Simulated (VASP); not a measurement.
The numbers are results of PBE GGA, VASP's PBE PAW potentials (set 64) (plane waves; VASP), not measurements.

A VASP calculation is set up with these files.

**POSCAR**
```
HfO2
1
    0.0000000000     2.5400000000     2.5400000000
    2.5400000000     0.0000000000     2.5400000000
    2.5400000000     2.5400000000     0.0000000000
Hf O
1 2
Direct
  0.0000000000   0.0000000000   0.0000000000
  0.2500000000   0.2500000000   0.2500000000
  0.7500000000   0.7500000000   0.7500000000
```

### KPOINTS
```
Regular mesh
0
Gamma
 8 8 8
0 0 0
```

INCAR:
```
# general
SYSTEM   =  HfO2
PREC     =  Accurate
ENCUT    =  480
LREAL    =  F
LASPH    =  T

# electronic loop
EDIFF    =  1E-6
NELM     =  100
ALGO     =  Normal
LMAXMIX  =  6

# smearing
ISMEAR   =  0
SIGMA    =  0.05

# functional
GGA      =  PE

# ions
IBRION   =  2
NSW      =  60
ISIF     =  3
EDIFFG   =  -0.01

# output
LWAVE    =  F
LCHARG   =  F
```

POTCAR, in this order: Hf O (PBE.64 set). Program: vasp_std.

The run wrote:

File OUTCAR:
```
 ion  position               nearest neighbor table
   1  0.000  0.000  0.000-   3 2.20   3 2.20   3 2.20   2 2.20   3 2.20   2 2.20   2 2.20   2 2.20
  LATTYP: Found a face centered cubic cell.
 ALAT       =     5.0800000000
 Subroutine PRICEL returns:
 Original cell was already a primitive cell.
 Subroutine GETGRP returns: Found 48 space group operations
The static configuration has the point symmetry O_h .
The dynamic configuration has the point symmetry O_h .
 Subroutine INISYM returns: Found 48 space group operations
 Subroutine IBZKPT returns following result:
 Found     29 irreducible k-points:

 Following reciprocal coordinates:
            Coordinates               Weight
  0.000000  0.000000  0.000000      1.000000
  0.125000  0.000000  0.000000      8.000000
  0.250000  0.000000  0.000000      8.000000
  0.375000  0.000000  0.000000      8.000000
  0.500000  0.000000  0.000000      4.000000
  0.125000  0.125000  0.000000      6.000000
  0.250000  0.125000  0.000000     24.000000
  0.375000  0.125000  0.000000     24.000000
  0.500000  0.125000  0.000000     24.000000
 -0.375000  0.125000  0.000000     24.000000
 -0.250000  0.125000  0.000000     24.000000
 -0.125000  0.125000  0.000000     12.000000
  0.250000  0.250000  0.000000      6.000000
  0.375000  0.250000  0.000000     24.000000
  0.500000  0.250000  0.000000     24.000000
 -0.375000  0.250000  0.000000     24.000000
 -0.250000  0.250000  0.000000     12.000000
  0.375000  0.375000  0.000000      6.000000
  0.500000  0.375000  0.000000     24.000000
 -0.375000  0.375000  0.000000     12.000000
  0.500000  0.500000  0.000000      3.000000
  0.375000  0.250000  0.125000     24.000000
  0.500000  0.250000  0.125000     48.000000
 -0.375000  0.250000  0.125000     24.000000
  0.500000  0.375000  0.125000     24.000000
...
```

**OSZICAR**
```
       N       E                     dE             d eps       ncg     rms          rms(c)
DAV:   1     0.651554640220E+02    0.65155E+02   -0.79039E+03   696   0.116E+03
DAV:   2    -0.323433629978E+02   -0.97499E+02   -0.90961E+02   996   0.244E+02
DAV:   3    -0.361962943377E+02   -0.38529E+01   -0.38353E+01   896   0.527E+01
DAV:   4    -0.362258592029E+02   -0.29565E-01   -0.29557E-01   808   0.519E+00
DAV:   5    -0.362263110790E+02   -0.45188E-03   -0.45184E-03   888   0.546E-01    0.237E+01
DAV:   6    -0.305811601339E+02    0.56452E+01   -0.25232E+01   764   0.382E+01    0.112E+01
DAV:   7    -0.304081249512E+02    0.17304E+00   -0.44645E-01   848   0.656E+00    0.584E+00
DAV:   8    -0.303240561719E+02    0.84069E-01   -0.13734E-01   840   0.389E+00    0.338E-01
DAV:   9    -0.303240520757E+02    0.40962E-05   -0.70788E-03   928   0.666E-01    0.253E-01
DAV:  10    -0.303244540852E+02   -0.40201E-03   -0.21456E-03   820   0.395E-01    0.928E-02
DAV:  11    -0.303243890963E+02    0.64989E-04   -0.51826E-04   884   0.175E-01    0.190E-02
DAV:  12    -0.303243890073E+02    0.89052E-07   -0.17539E-05   824   0.373E-02    0.942E-03
DAV:  13    -0.303243887350E+02    0.27226E-06   -0.51495E-06   880   0.164E-02
   1 F= -.30324389E+02 E0= -.30324389E+02  d E =-.303244E+02
       N       E                     dE             d eps       ncg     rms          rms(c)
DAV:   1    -0.303938539447E+02   -0.69465E-01   -0.14313E+00   732   0.128E+01    0.252E+00
DAV:   2    -0.303224720391E+02    0.71382E-01   -0.40305E-01   792   0.528E+00    0.105E+00
DAV:   3    -0.303198906143E+02    0.25814E-02   -0.10227E-02   756   0.100E+00    0.665E-01
DAV:   4    -0.303191688913E+02    0.72172E-03   -0.20141E-03   856   0.344E-01    0.129E-01
DAV:   5    -0.303191174374E+02    0.51454E-04   -0.13132E-04   824   0.864E-02    0.169E-02
DAV:   6    -0.303191228915E+02   -0.54541E-05   -0.28941E-05   840   0.402E-02    0.826E-03
DAV:   7    -0.303191219725E+02    0.91908E-06   -0.66566E-06   784   0.206E-02
   2 F= -.30319122E+02 E0= -.30319122E+02  d E =0.526676E-02
       N       E                     dE             d eps       ncg     rms          rms(c)
DAV:   1    -0.303565448262E+02   -0.37422E-01   -0.55530E-01   732   0.787E+00    0.158E+00
DAV:   2    -0.303286015070E+02    0.27943E-01   -0.15800E-01   804   0.330E+00    0.659E-01
DAV:   3    -0.303275982906E+02    0.10032E-02   -0.38914E-03   772   0.611E-01    0.414E-01
DAV:   4    -0.303272988116E+02    0.29948E-03   -0.67734E-04   864   0.201E-01    0.664E-02
DAV:   5    -0.303272862839E+02    0.12528E-04   -0.34157E-05   808   0.447E-02    0.803E-03
DAV:   6    -0.303272848436E+02    0.14403E-05   -0.84745E-06   836   0.216E-02    0.476E-03
DAV:   7    -0.303272843052E+02    0.53841E-06   -0.23992E-06   648   0.121E-02
   3 F= -.30327284E+02 E0= -.30327284E+02  d E =-.289557E-02
```

**OUTCAR**
```
------------------------ aborting loop because EDIFF is reached ----------------------------------------
  FORCE on cell =-STRESS in cart. coord.  units (eV):
  Direction    XX          YY          ZZ          XY          YZ          ZX
  --------------------------------------------------------------------------------------
  Total        0.0018887      0.0018887      0.0018887      0.0000000      0.0000000     -0.0000000
  in kB        0.0932746      0.0932746      0.0932746      0.0000000      0.0000000     -0.0000000
  external PRESSURE =       0.0932746 kB  Pullay stress =       0.0000000 kB
  volume of cell :       32.44
      direct lattice vectors                 reciprocal lattice vectors
    -0.000000000  2.531388017  2.531388017    -0.197520094  0.197520094  0.197520094
     2.531388017 -0.000000000  2.531388017     0.197520094 -0.197520094  0.197520094
     2.531388017  2.531388017  0.000000000     0.197520094  0.197520094 -0.197520094
 POSITION                                       TOTAL-FORCE (eV/Angst)
 -----------------------------------------------------------------------------------
     -0.00000      0.00000      0.00000        -0.000000     -0.000000      0.000000
      1.26569      1.26569      1.26569         0.000000      0.000000      0.000000
      3.79708      3.79708      3.79708        -0.000000     -0.000000     -0.000000
 -----------------------------------------------------------------------------------
    total drift:                                0.000000      0.000000      0.000000
  FREE ENERGIE OF THE ION-ELECTRON SYSTEM (eV)
  ---------------------------------------------------
  free  energy   TOTEN  =       -30.3272843052 eV

  energy  without entropy=      -30.3272843052  energy(sigma->0) =      -30.32728431

 reached required accuracy - stopping structural energy minimisation
```
(Selected blocks of OUTCAR.)

File CONTCAR:
```
HfO2
   1.00000000000000
    -0.0000000000000000    2.5313880174207668    2.5313880174207668
     2.5313880174207668   -0.0000000000000000    2.5313880174207668
     2.5313880174207668    2.5313880174207668    0.0000000000000000
  Hf              O
     1     2
Direct
     0.0000000000000000    0.0000000000000000    0.0000000000000000
     0.2500000000000000    0.2500000000000000    0.2500000000000000
     0.7500000000000000    0.7500000000000000    0.7500000000000000
```

The compound is HfO2 in the fluorite structure, the high-temperature cubic form, which is unstable at 0 K; the monoclinic form is the stable one. This run relaxes it. Symmetry was kept, so distortions that lower it aren't found.
